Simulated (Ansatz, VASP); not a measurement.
# Cross-check of NaCl between VASP and Ansatz, part 2 of 2

One calculation is typed for both programs; each brings its own data sets. How far apart do they land? The cell is taken from a series of runs on this material, whose earlier steps may have relaxed, scaled, displaced or heated it; both programs get it as it stands.

VASP 6.6.1 and Ansatz 0.2.0.

So far: The starting structure; VASP: zone-centre phonons, r2SCAN.

**3. Ansatz: zone-centre phonons, r2SCAN**

Level of this step: Ansatz beside VASP: Kohn-Sham DFT, plane waves, r2SCAN (Ansatz).

Ansatz runs on its default PAW (the set named soft_2) files.

The same cell, functional and mesh now go to Ansatz, which takes its cutoff from its data sets.

File input.yaml:

```yaml
crystal:
  lattice:
    - [0.0, 2.8039562004, 2.8039562004]
    - [2.8039562004, 0.0, 2.8039562004]
    - [2.8039562004, 2.8039562004, 0.0]
  atoms:
    - { symbol: Na, position: [0.0, 0.0, 0.0] }
    - { symbol: Cl, position: [0.5, 0.5, 0.5] }
kpoints:
  mp_grid: { grid: [6, 6, 6] }
hamiltonian:
  xc: r2scan
scf:
  occupations: { method: fixed }
output:
  eigenvalues: true
phonons:
  method: dfpt
  dielectric: true
  rigid_motions: translations
```

Started as:

```console
$ ansatz run input.yaml --threads 4 --pin off --max-ram 15360MiB --backend cpu --events-out ev --progress --plain --runs-dir out
```

Numbers of over 12 decimals in the logs are rounded to 6 here.

Log:

```text
Engine: ansatz 0.2.0, aarch64-unknown-linux-gnu
Pseudopotentials: kind: paw
Pseudopotential: Na, paw, valence charge 9, recommended cutoff 500 eV (meta_gga), Na.paw.azcp
Pseudopotential: Cl, paw, valence charge 7, recommended cutoff 500 eV (meta_gga), Cl.paw.azcp
Functional definition: r2SCAN
  parameter k0 = 0.174
  parameter k1 = 0.065
  parameter a1 = 4.9479
  exchange = r2scan_x(k0 = k0, k1 = k1, a1 = a1)
  correlation = r2scan_c
Crystal: 2 atoms, lattice volume = 44.090 Å³
Basis set: ecut = 500 eV, 1139 PW (Γ), exchange–correlation on 300×300×300 points (1000 copies of the dense FFT grid, shifted against one another)
Bands: 12, of which v1, the nominal top of the filled ones, is band 8 counted from 1 (7 counted from 0)
Symmetry: 48 space group operations
k-points: 30 of 216 (irreducible under 8 space group operations, time reversal used)
Non-local potential: Na, projectors of the file, l = 0: 3, l = 1: 2, l = 2: 1
Non-local potential: Cl, projectors of the file, l = 0: 2, l = 1: 2, l = 2: 2
PAW form: soft (Blöchl's): semilocal exchange-correlation on the pseudo side does not see the compensation charge
PAW frozen core: Na, regenerated for the run's functional (the file was generated under x = pbe(κ = 0.804, μ = 0.219515), c = pbe(β = 0.066725))
PAW frozen core: Cl, regenerated for the run's functional (the file was generated under x = pbe(κ = 0.804, μ = 0.219515), c = pbe(β = 0.066725))
PAW one-centre angular grid: Na, 302 points (default); XC on 339 of its mesh's 2595 points in the sphere
PAW one-centre angular grid: Cl, 302 points (default); XC on 160 Gauss nodes
Initial density: superposition of atomic densities (neutral atoms: chi_scale 0, normalization atom), corrected by the library's trained network
Initial wavefunctions: pseudopotential atomic-orbital guess
Functional: x = r2scan, c = r2scan; τ floored in thin density (d = 2e-4 eV/Å³)
SCF iter   1: F=—  HF=-2576.318065 eV  |F-HF|=—  |Δ(HF+E_count)|=         —  Δρ=7.18e-3  dr2=1.00e-2  dr2_τ=1.93e-3  ethr=1.77e-3  ⟨swp⟩=4.6  Hψ=1856  notcnv=0  defer=54
preconditioner: auto → none  [insulator: Δε(μ)=5.950 eV  Ē_g=14.620 eV  n_scr=14 (ndim 8)  ℏωp=15.8 eV  f_vac=0.022  ε∞_Penn≈2.2]
SCF iter   2: F=—  HF=-2576.327425 eV  |F-HF|=—  |Δ(HF+E_count)|=   9.36e-3  Δρ=2.00e-3  dr2=9.31e-4  dr2_τ=2.15e-4  ethr=6.28e-5  ⟨swp⟩=2.4  Hψ=919  notcnv=0  defer=55
SCF iter   3: F=—  HF=-2576.327520 eV  |F-HF|=—  |Δ(HF+E_count)|=   9.52e-5  Δρ=6.32e-4  dr2=1.10e-4  dr2_τ=2.17e-5  ethr=5.82e-6  ⟨swp⟩=2.7  Hψ=626  notcnv=0  defer=57
SCF iter   4: F=—  HF=-2576.327526 eV  |F-HF|=—  |Δ(HF+E_count)|=   5.54e-6  Δρ=2.82e-4  dr2=1.32e-5  dr2_τ=1.58e-6  ethr=6.90e-7  ⟨swp⟩=2.0  Hψ=449  notcnv=0  defer=43
SCF iter   5: F=—  HF=-2576.327534 eV  |F-HF|=—  |Δ(HF+E_count)|=   8.68e-6  Δρ=1.38e-5  dr2=6.65e-8  dr2_τ=9.25e-9  ethr=8.26e-8  ⟨swp⟩=3.0  Hψ=600  notcnv=0
SCF iter   6: F=—  HF=-2576.327535 eV  |F-HF|=—  |Δ(HF+E_count)|=   3.57e-7  Δρ=2.45e-6  dr2=2.99e-9  dr2_τ=2.01e-10  ethr=4.15e-10  ⟨swp⟩=2.0  Hψ=476  notcnv=0
SCF iter   7: F=-2576.327535 eV  HF=-2576.327535 eV  |F-HF|=2.96e-11  |Δ(HF+E_count)|=  3.18e-10  Δρ=3.24e-7  dr2=5.72e-11  dr2_τ=2.38e-12  ethr=1.00e-12  ⟨swp⟩=5.2  Hψ=2090  notcnv=0
SCF 1 converged in 7 iterations: F = -2576.327535 eV  dr2 = 5.72e-11
  greatest PAW one-centre occupation: 1.000 electrons in one spin orbital (limit 2), on the Na atom at site 0 (counted from 0), in its partial waves of l = 0
NSCF: frozen V_eff on 2 k-points
DFPT response loops at Γ: preconditioner auto → none (the input reference at scf.mixing.eps_inf says where Resta's filter doesn't serve); β = 0.50; Broyden in place of MSR1
SCF converged after 7 iterations
Free energy (F): -2576.327535 eV
Harris-Foulkes:  -2576.327535 eV  (|F-HF|=2.96e-11)
Internal energy: -2576.327535 eV  (E = F + TS)
E sigma→0 (E₀):  -2576.327535 eV
Fermi energy:    0.808916 eV
--- Per-component energies (eV) ---
  E_band       = -248.256386
  E_kinetic    = 282.814767
  E_local      = -1523.217855  (includes V_loc(G=0)·N_el)
  E_nonlocal   = 144.212710
  E_hartree    = 537.679878
  E_xc         = -141.785367
  E_vxc        = -191.291209  (∫ρ·V_xc dr)
  E_paw        = -934.358860  (= ΣΔE_a)
  E_vpaw       = -48.286660  (= ΣTr[D̂ρ^β])
  E_aug_tail   = 0.000042  (compensation charges beyond the density's cutoff)
  E_vtau       = 12.152144  (kinetic-family band-sum trace: ∫τ·v_τ [+ j·A + Jᵃ·Aᵃ] dr)
  E_ewald      = -941.510174
  E_core_change = -0.162674  (= ΣΔE_core)
  E_smearing   = -0.000000  (= −TS)
  E_closure    = 0.000000  (closes the sum)
  Σ components = -2576.327535   (vs F -2576.327535, Δ=0.00e0)
--- Band table (eV; the first three rows and the last of 30) ---
  k-point 0: bands = [... 4 lower, -12.4459, 0.8089, 0.8089, 0.8089, 6.7786, 12.5469, 12.5469, 12.5469]
  k-point 1: bands = [... 4 lower, -12.3600, 0.2045, 0.7353, 0.7353, 7.5954, 11.7840, 12.8550, 12.8550]
  k-point 2: bands = [... 4 lower, -12.1807, -0.7580, 0.5949, 0.5949, 8.6337, 11.7669, 12.7291, 12.7291]
  k-point 29: bands = [... 4 lower, -12.0221, -0.6883, -0.1426, 0.0698, 10.1098, 10.3087, 12.1468, 13.8382]
--- Phonons (Γ-DFPT): 2 representative perturbations + reference, on 30 of 216 k-points (Σ response iterations 11) ---
  k mesh reduced under 8 symmetry operations, with k and −k counted as one. Each operation leaves every solved perturbation unchanged. A smaller set is not considered because the functional reads the kinetic-energy density
  ASR residual: 3.776e-4 → 0.000e0 eV/Å²; symmetrization residual: 3.808e-6 eV/Å²
  ASR residual per site (eV/Å²): 3.67e-5 3.78e-4
  Γ frequencies (cm⁻¹): 0.00 0.00 0.00 173.68 173.68 173.68
  ε∞ (high-frequency dielectric tensor):
        2.413170    -0.000000    -0.000000
        0.000000     2.413170    -0.000000
       -0.000000    -0.000000     2.413170
  ε⁰ (static dielectric tensor: ions relaxed, cell fixed):
        5.495973    -0.000000    -0.000000
       -0.000000     5.495973     0.000000
       -0.000000     0.000000     5.495973
  ε⁰ − ε∞ (ionic part):
        3.082804    -0.000000    -0.000000
       -0.000000     3.082804     0.000000
       -0.000000     0.000000     3.082804
  softest optical mode at Γ: 173.68 cm⁻¹; the repairs (sum rule, projections) moved no ω² at Γ by more than (1.78 cm⁻¹)²
  Born effective charges Z* (e; rows j = field, columns β = displacement):
    site 0:
         1.07798   -0.00000    0.00000
        -0.00000    1.07798   -0.00000
        -0.00000   -0.00000    1.07798
    site 1:
        -1.07798    0.00000    0.00000
         0.00000   -1.07798    0.00000
         0.00000    0.00000   -1.07798
  Z* charge neutrality: 3.442e-5 e pre-enforcement
  k-mesh period / interband length: 23.8 Å / 1.18 Å = 20.24 at k = (0.0000, 0.0000, 0.0000), direct gap 5.970 eV — 14 or more, which is no proof of convergence
  optical modes at Γ without the LO–TO term, one row a degenerate level:
      ω (cm⁻¹)  modes    IR ((D/Å)²/amu)
        173.68      3             5.7671
  optical modes at Γ + LO–TO along q̂ = [1.0000, 0.0000, 0.0000]:
      ω (cm⁻¹)  modes    IR ((D/Å)²/amu)
        173.68      2             3.8448
        262.11      1             1.9224
  optical modes at Γ + LO–TO along q̂ = [0.0000, 1.0000, 0.0000]:
      ω (cm⁻¹)  modes    IR ((D/Å)²/amu)
        173.68      2             3.8448
        262.11      1             1.9224
  optical modes at Γ + LO–TO along q̂ = [0.0000, 0.0000, 1.0000]:
      ω (cm⁻¹)  modes    IR ((D/Å)²/amu)
        173.68      2             3.8448
        262.11      1             1.9224
```

**4. Differences**

Known differences besides the potentials themselves: VASP keeps PBE cores, Ansatz makes them for the functional; fixed occupations in Ansatz, narrow Gaussian smearing in VASP; the data sets hold 16 valence electrons in Ansatz (on its default PAW (the set named soft_2) files) and 14 in VASP; the cutoff is 500 eV in Ansatz and 550 eV in VASP; VASP uses finite displacements, Ansatz perturbation theory. Total energies have different zeros and are not compared.

Compared:

| quantity | Ansatz | VASP | difference |
| --- | --- | --- | --- |
| optical mode 1 to 3 (cm⁻¹) | 173.7 | 192.1 | -9.58 % |

Modes are paired by rising frequency, not by their patterns, so a pair may set unlike modes beside each other; they are those without the splitting of longitudinal modes.

**5. Other set-ups**

Further runs change the set-up of one program: Ansatz's method, potentials or start, or VASP's data sets, cutoff or form of LDA. The table gives that difference for each run.

| run | optical mode 1 to 3 (%) |
| --- | --- |
| as above | -9.6 |
| VASP with the data sets Na_sv and Cl and a cutoff of 840 eV | -0.038 |

**6. Results**

```
r.m.s. difference of the optical zone-centre modes, each program's sorted by frequency (zone-centre phonons, r2SCAN) : 18 cm⁻¹
difference in optical mode 1 to 3 (zone-centre phonons, r2SCAN)                                                      : -9.6 %
```

The r.m.s. difference of the optical zone-centre modes, each program's sorted by frequency is 18 cm⁻¹ (zone-centre phonons, r2SCAN). The data sets hold unlike numbers of valence electrons (16 in Ansatz and 14 in VASP), so part of the differences comes from the potentials. Among the rows given in per cent, the largest difference of the zone-centre phonons, r2SCAN pair is in optical mode 1 to 3, -9.6 %. Zone-centre phonons, r2SCAN, VASP with the data sets Na_sv and Cl and a cutoff of 840 eV: the difference in optical mode 1 to 3 goes from -9.6 to -0.038 %. Such differences can come from data sets, numerical settings and the points named under the comparisons, not from the functional's error against experiment.

[Lines on the potential files, build, host, timing and source positions are cut from VASP's logs without a mark.]

[Logs are printed without paths, hosts, clocks, repeated set-up lines and the standing remarks that a program may print on its own settings, such as how far it seeks lower states.]

[Hosts, paths, dates, database ids (printed as entryN), source tags and the programs' standing remarks are cut or masked in the printed files.]
